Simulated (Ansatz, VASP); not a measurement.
# Ta (Ta(211)): VASP beside Ansatz, part 2 of 2

One calculation is typed for both programs; each brings its own data sets. How far apart do they land? Of the first pair: The structure shown is the start of the Ansatz relaxation below; VASP solves that cell, so the two are compared at the walk's first step.

VASP 6.6.1 and Ansatz 0.2.0.

So far: Starting point; Ansatz: relaxation, LDA.

**3. VASP: single point, LDA, start cell, pair 1**

Level of this step: LDA; plane waves and PAW (Ta_pv) (VASP).

The same cell, functional (in two slightly different forms), mesh and smearing now go to VASP, with its own data sets.

Lines of VASP's logs that name or quote its potential files are left out, and so is its time.

Input file INCAR:

```
SYSTEM = Ta
PREC = Accurate
ENCUT = 400
EDIFF = 1E-06
NELM = 120
ISMEAR = 1
SIGMA = 0.1
LREAL = .FALSE.
ALGO = Normal
GGA = PW92
NBANDS = 68
LASPH = .TRUE.
LORBIT = 11
LWAVE = .FALSE.
LCHARG = .FALSE.
ISIF = 2
LDIPOL = .TRUE.
IDIPOL = 3
DIPOL = 0.5 0.5 0.5
LVHAR = .TRUE.
GGA_COMPAT = .FALSE.
NELMDL = -8
KPAR = 2
```

Input file POSCAR:

```
Ta
1.0
    2.8665440865      0.0000000000      0.0000000000
    0.0000000000      4.6810468915      0.0000000000
    0.0000000000      0.0000000000     28.1617165729
Ta
10
Direct
    0.6666665303      0.4999999524      0.2840735926
    0.3333332501      0.9999999524      0.3320572443
    0.9999998105      0.4999999524      0.3800408961
    0.6666665303      0.9999999524      0.4280245478
    0.3333332501      0.4999999524      0.4760081818
    0.9999998105      0.9999999524      0.5239918335
    0.6666665303      0.4999999524      0.5719754674
    0.3333332501      0.9999999524      0.6199591192
    0.9999998105      0.4999999524      0.6679427709
    0.6666665303      0.9999999524      0.7159264226
```

Input file KPOINTS:

```
Automatic mesh
0
Gamma
12 8 1
0 0 0
```

PAW data sets: Ta_pv (LDA family, release 64).

Launch:

```
mpirun -np 2 vasp_std
```

Numbers of over 12 decimals in the logs are rounded to 6 here.

What it wrote:

```text
[banner, memory and clock lines left out]
running    2 mpi-ranks, on    1 nodes
 distrk:  each k-point on    1 cores,    2 groups
 distr:  one band on    1 cores,    1 groups

 POSCAR found type information on POSCAR Ta
 POSCAR found :  1 types and      10 ions
|                                                                             |
|               ----> ADVICE to this user running VASP <----                  |
|                                                                             |
|     You enforced a specific xc type in the INCAR file but a different       |
|     [... a line on the potential file left out ...]
|     I HOPE YOU KNOW WHAT YOU ARE DOING!                                     |
|                                                                             |

 LDA part: xc-table for (Slater(with rela. corr.)+PW92), standard interpolation
 POSCAR, INCAR and KPOINTS ok, starting setup
 FFT: planning ... GRIDC
 FFT: planning ... GRID_SOFT
 FFT: planning ... GRID
 WAVECAR not read
 entering main loop
       N       E                     dE             d eps       ncg     rms          rms(c)
DAV:   1     0.896958638574E+03    0.89696E+03   -0.56181E+04  5936   0.123E+03
DAV:   2    -0.869208601075E+02   -0.98388E+03   -0.95939E+03  5456   0.379E+02
DAV:   3    -0.130686541129E+03   -0.43766E+02   -0.41437E+02  6144   0.687E+01
DAV:   4    -0.132652727848E+03   -0.19662E+01   -0.19309E+01  6488   0.126E+01
DAV:   5    -0.132729643000E+03   -0.76915E-01   -0.76570E-01  6640   0.211E+00
DAV:   6    -0.132733061605E+03   -0.34186E-02   -0.34099E-02  6560   0.401E-01
DAV:   7    -0.132733286075E+03   -0.22447E-03   -0.22420E-03  6600   0.830E-02
DAV:   8    -0.132733301457E+03   -0.15382E-04   -0.15368E-04  5736   0.182E-02    0.404E+01
DAV:   9    -0.188035471110E+03   -0.55302E+02   -0.30502E+02  7212   0.695E+01    0.344E+01
DAV:  10    -0.143326252729E+03    0.44709E+02   -0.80442E+02  7268   0.508E+01    0.284E+01
DAV:  11    -0.132161013757E+03    0.11165E+02   -0.15806E+02  6264   0.294E+01    0.131E+01
DAV:  12    -0.124256573831E+03    0.79044E+01   -0.30917E+01  6440   0.151E+01    0.707E+00
DAV:  13    -0.123416285882E+03    0.84029E+00   -0.34520E+00  6448   0.650E+00    0.540E+00
DAV:  14    -0.123218010194E+03    0.19828E+00   -0.36835E-01  6392   0.223E+00    0.488E+00
[...]
DAV:  27    -0.122363366096E+03   -0.67338E-04   -0.16171E-05  4544   0.113E-02    0.603E-03
DAV:  28    -0.122363410345E+03   -0.44249E-04   -0.65381E-06  4352   0.553E-03    0.289E-03
DAV:  29    -0.122363461096E+03   -0.50750E-04   -0.49931E-06  3880   0.401E-03    0.240E-03
DAV:  30    -0.122363493419E+03   -0.32323E-04   -0.19097E-06  3808   0.300E-03    0.206E-03
DAV:  31    -0.122363517219E+03   -0.23800E-04   -0.19760E-06  3680   0.321E-03    0.828E-04
DAV:  32    -0.122363521976E+03   -0.47571E-05   -0.40308E-07  3448   0.127E-03    0.363E-04
DAV:  33    -0.122363524177E+03   -0.22012E-05   -0.13067E-07  3192   0.671E-04    0.107E-04
DAV:  34    -0.122363524707E+03   -0.53002E-06   -0.52933E-08  3000   0.356E-04
   1 F= -.12236352E+03 E0= -.12236402E+03  d E =0.147206E-02
```

Parts of OUTCAR (step 3):

```text
ion  position               nearest neighbor table
   1  0.667  0.500  0.284-   2 2.87   2 2.87   3 2.87   2 3.31   2 3.31   3 3.31
   2  0.333  1.000  0.332-   1 2.87   1 2.87   3 2.87   3 2.87   4 2.87   3 3.31   3 3.31   1 3.31
                             1 3.31   4 3.31
   3  1.000  0.500  0.380-   5 2.87   4 2.87   4 2.87   2 2.87   2 2.87   1 2.87   5 3.31   2 3.31
                             2 3.31   4 3.31   4 3.31   1 3.31
   4  0.667  1.000  0.428-   6 2.87   5 2.87   5 2.87   3 2.87   3 2.87   2 2.87   6 3.31   5 3.31
                             5 3.31   3 3.31   3 3.31   2 3.31
   5  0.333  0.500  0.476-   7 2.87   4 2.87   4 2.87   3 2.87   6 2.87   6 2.87   3 3.31   6 3.31
                             6 3.31   7 3.31   4 3.31   4 3.31
   6  1.000  1.000  0.524-   4 2.87   7 2.87   7 2.87   8 2.87   5 2.87   5 2.87   8 3.31   5 3.31
                             5 3.31   4 3.31   7 3.31   7 3.31
   7  0.667  0.500  0.572-   5 2.87   6 2.87   6 2.87   8 2.87   8 2.87   9 2.87   5 3.31   6 3.31
                             6 3.31   8 3.31   8 3.31   9 3.31
   8  0.333  1.000  0.620-   6 2.87   7 2.87   7 2.87   9 2.87   9 2.87  10 2.87   6 3.31   9 3.31
                             9 3.31   7 3.31   7 3.31  10 3.31
   9  1.000  0.500  0.668-  10 2.87  10 2.87   8 2.87   8 2.87   7 2.87   8 3.31   8 3.31  10 3.31
                            10 3.31   7 3.31
  10  0.667  1.000  0.716-   9 2.87   9 2.87   8 2.87   9 3.31   9 3.31   8 3.31

  LATTYP: Found a simple orthorhombic cell.
 ALAT       =     2.8665440865
 B/A-ratio  =     1.6329931619
 C/A-ratio  =     9.8242747096

 Subroutine GETGRP returns: Found  4 space group operations
 (whereof  2 operations were pure point group operations)

The static configuration has the point symmetry C_1h.
 The point group associated with its full space group is C_2h.

 Found     35 irreducible k-points:

   k-points           NKPTS =     35   k-points in BZ     NKDIM =     35   number of bands    NBANDS=     68

   dimension x,y,z NGX =    20 NGY =   32 NGZ =  192
   dimension x,y,z NGXF=    40 NGYF=   64 NGZF=  384

   ENCUT  =  400.0 eV  29.40 Ry    5.42 a.u.   4.67  7.63 45.92*2*pi/ulx,y,z

   NELECT =     110.0000    total number of electrons

 k-points in reciprocal lattice and weights: Automatic mesh
   0.00000000  0.00000000  0.00000000       0.010
   0.08333333  0.00000000  0.00000000       0.021
   0.16666667  0.00000000  0.00000000       0.021
   0.25000000  0.00000000  0.00000000       0.021
   0.33333333  0.00000000  0.00000000       0.021
   0.41666667  0.00000000  0.00000000       0.021
   0.50000000  0.00000000  0.00000000       0.010
   0.00000000  0.12500000  0.00000000       0.021
   0.08333333  0.12500000  0.00000000       0.042
[...]
0.41666667  0.50000000  0.00000000       0.021
   0.50000000  0.50000000  0.00000000       0.010

 dipolmoment           0.000000      0.000000      0.000001 electrons x Angstroem

 average (electrostatic) potential at core
       1 -42.4092       2 -41.9498       3 -41.8061       4 -41.6893       5 -41.6519
       6 -41.6519       7 -41.6892       8 -41.8061       9 -41.9498      10 -42.4092

 E-fermi :   0.6163

 k-point     1 :       0.0000    0.0000    0.0000
  band No.  band energies     occupation
    ...
     50      -0.1238      2.00000
     51       0.0309      2.00000
     52       0.2523      2.00000
     53       0.3525      2.00122
     54       0.4704      2.05886
     55       0.6898      0.05672
     56       0.8710     -0.00187
     57       0.8959     -0.00056
     58       0.9116     -0.00024
     59       1.1222     -0.00000
    ...

 k-point     2 :       0.0833    0.0000    0.0000
  band No.  band energies     occupation
    ...
     50      -0.2398      2.00000
     51       0.1666      2.00000
     52       0.2992      2.00007
     53       0.3312      2.00042
     54       0.4903      2.07056
     55       0.8254     -0.01178
     56       0.8381     -0.00742
     57       0.8766     -0.00145
     58       0.9156     -0.00019
     59       1.1239     -0.00000
    ...

 k-point     3 :       0.1667    0.0000    0.0000
  band No.  band energies     occupation
    ...
     50      -0.1115      2.00000
     51       0.0576      2.00000
     52       0.1279      2.00000
     53       0.4386      2.03064
     54       0.5945      1.36011
     55       0.6883      0.06688
     56       0.7556     -0.06407
     57       0.9222     -0.00013
     58       0.9888     -0.00000
     59       1.0589     -0.00000
    ...

  Total      -19.0033778    -17.6694577    -14.9800945      0.0000000      0.0000000     -0.9238281
  in kB      -80.5713507    -74.9157379    -63.5132584      0.0000000      0.0000000     -3.9168868
  external PRESSURE =     -73.0001157 kB  Pullay stress =       0.0000000 kB

  energy-cutoff  :      400.00
  volume of cell :      377.89
      direct lattice vectors                 reciprocal lattice vectors
     2.866544086  0.000000000  0.000000000     0.348852126  0.000000000  0.000000000
     0.000000000  4.681046892  0.000000000     0.000000000  0.213627426  0.000000000
     0.000000000  0.000000000 28.161716573     0.000000000  0.000000000  0.035509199

 POSITION                                       TOTAL-FORCE (eV/Angst)
 -----------------------------------------------------------------------------------
      1.91103      2.34052      8.00000         0.244276      0.000000      1.810577
      0.95551      4.68105      9.35130        -0.240140      0.000000     -0.190636
      2.86654      2.34052     10.70260         0.022919      0.000000     -0.781798
      1.91103      4.68105     12.05391        -0.021691      0.000000      0.012666
      0.95551      2.34052     13.40521         0.111031      0.000000     -0.081204
      2.86654      4.68105     14.75651        -0.111031      0.000000      0.081204
      1.91103      2.34052     16.10781         0.021691      0.000000     -0.012666
      0.95551      4.68105     17.45911        -0.022919      0.000000      0.781798
      2.86654      2.34052     18.81042         0.240140      0.000000      0.190636
      1.91103      4.68105     20.16172        -0.244276      0.000000     -1.810577
 -----------------------------------------------------------------------------------
    total drift:                                0.000102      0.000565     -0.000107

  FREE ENERGIE OF THE ION-ELECTRON SYSTEM (eV)
  ---------------------------------------------------
  free  energy   TOTEN  =      -122.3635247074 eV

  energy  without entropy=     -122.3649967645  energy(sigma->0) =     -122.36401539

 vacuum level on the upper side and lower side of the slab         4.605         4.605

 total charge
# of ion       s       p       d       tot
------------------------------------------
    1        0.387   6.037   2.390   8.814
    2        0.370   6.129   2.388   8.887
    3        0.367   6.167   2.388   8.922
    4        0.370   6.159   2.416   8.945
    5        0.369   6.162   2.412   8.943
    6        0.369   6.162   2.412   8.943
    7        0.370   6.159   2.416   8.945
    8        0.367   6.167   2.388   8.922
    9        0.370   6.129   2.388   8.887
   10        0.387   6.037   2.390   8.814
--------------------------------------------------
tot          3.727  61.308  23.988  89.023

[... 3 further parts left out ...]
```

**4. Comparison**

Known differences besides the potentials themselves: the data sets hold 130 valence electrons in Ansatz (on its default PAW (the set named soft_2) files) and 110 in VASP; the cutoff is 420 eV in Ansatz and 400 eV in VASP; VASP's log shows a relativistic correction to its local exchange, Ansatz's none. Total energies have different zeros and are not compared.

Forces (eV/Å; atoms numbered as in POSCAR):

```csv
atom,"Ansatz x, y, z","VASP x, y, z"
Ta1,"0.246, 0.000, 1.830","0.244, 0.000, 1.811"
Ta2,"-0.245, 0.000, -0.169","-0.240, 0.000, -0.191"
Ta3,"0.025, 0.000, -0.771","0.023, 0.000, -0.782"
Ta4,"-0.024, 0.000, 0.012","-0.022, 0.000, 0.013"
Ta5,"0.111, 0.000, -0.088","0.111, 0.000, -0.081"
Ta6,"-0.111, 0.000, 0.088","-0.111, 0.000, 0.081"
Ta7,"0.024, 0.000, -0.012","0.022, 0.000, -0.013"
Ta8,"-0.025, 0.000, 0.771","-0.023, 0.000, 0.782"
Ta9,"0.245, 0.000, 0.169","0.240, 0.000, 0.191"
Ta10,"-0.246, 0.000, -1.830","-0.244, 0.000, -1.811"
```

The forces differ by 8.4 meV/Å r.m.s., which is 1.6 % of the r.m.s. force of 0.520 eV/Å (both taken over all components). With vacuum in the cell, a pressure given here is an average over mostly empty space and none of the material.

**5. Ansatz: relaxation, LDA**

This run makes the geometry at which the two programs are then compared.

The structure compared here is the end of the Ansatz relaxation.

Input file input.yaml:

```yaml
crystal:
  lattice:
    - [2.8665440865, 0.0, 0.0]
    - [0.0, 4.6810468915, 0.0]
    - [0.0, 0.0, 28.1617165729]
  atoms:
    - { symbol: Ta, position: [0.6666666667, 0.5, 0.2840735926] }
    - { symbol: Ta, position: [0.3333333333, 0.0, 0.3320572387] }
    - { symbol: Ta, position: [0.0, 0.5, 0.3800408848] }
    - { symbol: Ta, position: [0.6666666667, 0.0, 0.4280245309] }
    - { symbol: Ta, position: [0.3333333333, 0.5, 0.476008177] }
    - { symbol: Ta, position: [0.0, 0.0, 0.523991823] }
    - { symbol: Ta, position: [0.6666666667, 0.5, 0.5719754691] }
    - { symbol: Ta, position: [0.3333333333, 0.0, 0.6199591152] }
    - { symbol: Ta, position: [0.0, 0.5, 0.6679427613] }
    - { symbol: Ta, position: [0.6666666667, 0.0, 0.7159264074] }
hamiltonian:
  xc: lda
kpoints:
  mp_grid: { grid: [12, 8, 1] }
scf:
  occupations: { method: methfessel_paxton, width: 0.1 }
  convergence: { dr2_threshold: 1.0e-09 }
efield:
  axis: 3
  dipole_correction: true
relax:
  f_tol: 0.01
  max_steps: 40
  constraints: [{ sites: [4, 5] }]
output:
  write_potential: true
  write_density: true
  volumetric_format: npy
```

Launch:

```
ansatz run input.yaml --threads 2 --pin off --max-ram 4096MiB --backend cpu --events-out ev --progress --plain --runs-dir out
```

What it wrote:

```text
[...]
Crystal: 10 atoms, lattice volume = 377.886 Å³
Basis set: ecut = 420 eV, 7405 PW (Γ)
Bands: 78, of which v1, the nominal top of the filled ones, is band 65 counted from 1 (64 counted from 0)
Symmetry: 2 space group operations
k-points: 35 of 96 (time reversal used)
[...]
- { symbol: Ta, position: [0.674346, 0.0, 0.430554] }
    - { symbol: Ta, position: [0.3333333333, 0.500000, 0.476008] }
    - { symbol: Ta, position: [0.0, 0.0, 0.523992] }
    - { symbol: Ta, position: [0.658989, 0.500000, 0.569446] }
    - { symbol: Ta, position: [0.314959, 0.0, 0.614963] }
    - { symbol: Ta, position: [0.00278502, 0.500000, 0.663272] }
    - { symbol: Ta, position: [0.593958, 0.0, 0.701638] }
[key lines of the parts left out:]
SCF converged after 7 iterations
Free energy (F): -96820.888048 eV
Fermi energy:    6.608136 eV
Dipole field:    D = -0.000000 V/Å  (p = -0.000000 e·Å, saw-weighted, corrected)
Work function:   Φ+ = 4.2711 eV   Φ− = 4.2711 eV
```

**6. VASP: single point, LDA, relaxed cell, pair 2**

The same cell, functional (in two slightly different forms), mesh and smearing now go to VASP, with its own data sets.

INCAR is that of step 3.

Input file POSCAR:

```
Ta
1.0
    2.8665440865      0.0000000000      0.0000000000
    0.0000000000      4.6810468915      0.0000000000
    0.0000000000      0.0000000000     28.1617165729
Ta
10
Direct
    0.7393894639      0.5000000000      0.2983617484
    0.3305595614      0.0000000000      0.3367274247
    0.0183836527      0.5000000000      0.3850370731
    0.6743524878      0.0000000000      0.4305537515
    0.3333404987      0.5000000000      0.4760081327
    0.0000071654      0.0000000000      0.5239917787
    0.6589951763      0.5000000000      0.5694461600
    0.3149640114      0.0000000000      0.6149628384
    0.0027881028      0.5000000000      0.6632724868
    0.5939582002      0.0000000000      0.7016381630
```

KPOINTS is that of step 3.

Launch:

```
mpirun -np 2 vasp_std
```

What it wrote:

```text
[banner, memory and clock lines left out]
running    2 mpi-ranks, on    1 nodes
[...]
[... a notice as in an earlier step ...]

 LDA part: xc-table for (Slater(with rela. corr.)+PW92), standard interpolation
 POSCAR, INCAR and KPOINTS ok, starting setup
[...]
entering main loop
       N       E                     dE             d eps       ncg     rms          rms(c)
DAV:   1     0.910416169318E+03    0.91042E+03   -0.56563E+04  5936   0.123E+03
DAV:   2    -0.873544546953E+02   -0.99777E+03   -0.97333E+03  5500   0.382E+02
DAV:   3    -0.130458100959E+03   -0.43104E+02   -0.40883E+02  6044   0.694E+01
DAV:   4    -0.132415051051E+03   -0.19570E+01   -0.19193E+01  6496   0.128E+01
[...]
DAV:  32    -0.123033460454E+03   -0.45898E-05   -0.19354E-07  3208   0.111E-03    0.611E-04
DAV:  33    -0.123033463615E+03   -0.31618E-05   -0.26323E-07  3284   0.928E-04    0.221E-04
DAV:  34    -0.123033464129E+03   -0.51346E-06   -0.49468E-08  2944   0.458E-04
   1 F= -.12303346E+03 E0= -.12303105E+03  d E =-.725181E-02
```

From OUTCAR (step 6):

```text
  Total       -9.1444898     -8.9325200      0.2757912      0.0000000      0.0000000     -0.0551676
  in kB      -38.7712070    -37.8724881      1.1693115      0.0000000      0.0000000     -0.2339021
  external PRESSURE =     -25.1581279 kB  Pullay stress =       0.0000000 kB

 POSITION                                       TOTAL-FORCE (eV/Angst)
 -----------------------------------------------------------------------------------
      2.11949      2.34052      8.40238        -0.008439      0.000000     -0.044211
      0.94756      0.00000      9.48282         0.007248      0.000000     -0.016576
      0.05270      2.34052     10.84330        -0.000933      0.000000      0.001377
      1.93306      0.00000     12.12513         0.001378      0.000000     -0.002802
      0.95554      2.34052     13.40521         0.057270      0.000000      0.204113
      0.00002      0.00000     14.75651        -0.057270      0.000000     -0.204113
      1.88904      2.34052     16.03658        -0.001378      0.000000      0.002802
      0.90286      0.00000     17.31841         0.000933      0.000000     -0.001377
      0.00799      2.34052     18.67889        -0.007248      0.000000      0.016576
      1.70261      0.00000     19.75934         0.008439      0.000000      0.044211
 -----------------------------------------------------------------------------------
    total drift:                               -0.000082      0.000000      0.013870

  FREE ENERGIE OF THE ION-ELECTRON SYSTEM (eV)
  ---------------------------------------------------
  free  energy   TOTEN  =      -123.0334641289 eV

  energy  without entropy=     -123.0262123186  energy(sigma->0) =     -123.03104686

[... 2 parts as in an earlier step ...]

[... 1 further part left out ...]
[key lines of the parts left out:]
E-fermi :   0.4650
```

**7. Differences**

What differs besides the data sets and the points named for the pairs above, as far as they apply: the data sets hold 130 valence electrons in Ansatz (on its default PAW (the set named soft_2) files) and 110 in VASP. Total energies have different zeros and are not compared.

The two programs side by side:

```csv
quantity,Ansatz,VASP,difference
"work function, lower of the two faces (eV)",4.27,4.26,+0.01
"work function, higher of the two faces (eV)",4.27,4.27,+0.01
```

Forces (eV/Å; atoms numbered as in POSCAR):

```csv
atom,"Ansatz x, y, z","VASP x, y, z"
Ta1,"0.000, 0.000, -0.002","-0.008, 0.000, -0.044"
Ta2,"-0.005, 0.000, -0.001","0.007, 0.000, -0.017"
Ta3,"0.001, 0.000, 0.001","-0.001, 0.000, 0.001"
Ta4,"0.003, 0.000, 0.000","0.001, 0.000, -0.003"
Ta5,"0.053, 0.000, 0.196","0.057, 0.000, 0.204"
Ta6,"-0.053, 0.000, -0.196","-0.057, 0.000, -0.204"
Ta7,"-0.002, 0.000, 0.000","-0.001, 0.000, 0.003"
Ta8,"-0.001, 0.000, -0.001","0.001, 0.000, -0.001"
Ta9,"0.005, 0.000, 0.001","-0.007, 0.000, 0.017"
Ta10,"0.000, 0.000, 0.002","0.008, 0.000, 0.044"
```

The forces differ by 12 meV/Å r.m.s., which is 22.2 % of the r.m.s. force of 0.056 eV/Å (both taken over all components). With vacuum in the cell, a pressure given here is an average over mostly empty space and none of the material.

**8. What the set-up changes**

Further runs change the set-up of one program: Ansatz's method, potentials or start, or VASP's data sets, cutoff or form of LDA. The table gives Ansatz less VASP for each quantity, since a change that brings one quantity closer may part another.

```csv
run,r.m.s. force difference (meV/Å),"work function, lower of the two faces (eV)","work function, higher of the two faces (eV)"
as above,12,0.0061,0.0051
VASP with the data sets Ta_sv_GW,6.4,0.0078,0.0048
```

**9. Outcome**

```json
{"r.m.s. force difference (single point, LDA, start cell, pair 1)": "1.6 % of the r.m.s. force", "r.m.s. force difference (single point, LDA, relaxed cell, pair 2)": "12 meV/Å"}
```

**Reading.** The r.m.s. force difference is 12 meV/Å (single point, LDA, relaxed cell, pair 2), at about the 12 meV/Å picked in this series as the mark of a large difference. The data sets hold unlike numbers of valence electrons (130 in Ansatz and 110 in VASP), so part of the differences comes from the potentials. Single point, LDA, relaxed cell, pair 2, VASP with the data sets Ta_sv_GW: r.m.s. force difference goes from 12 to 6.4 meV/Å; the difference in work function, lower of the two faces goes from 0.0061 to 0.0078 eV. Such differences can come from data sets, numerical settings and the points named under the comparisons, not from the functional's error against experiment.

[Lines on the potential files, build, host, timing and source positions are cut from VASP's logs without a mark.]

[Logs are printed without paths, hosts, clocks, repeated set-up lines and the standing remarks that a program may print on its own settings, such as how far it seeks lower states.]

[Hosts, paths, dates, database ids (printed as entryN), source tags and the programs' standing remarks are cut or masked in the printed files.]
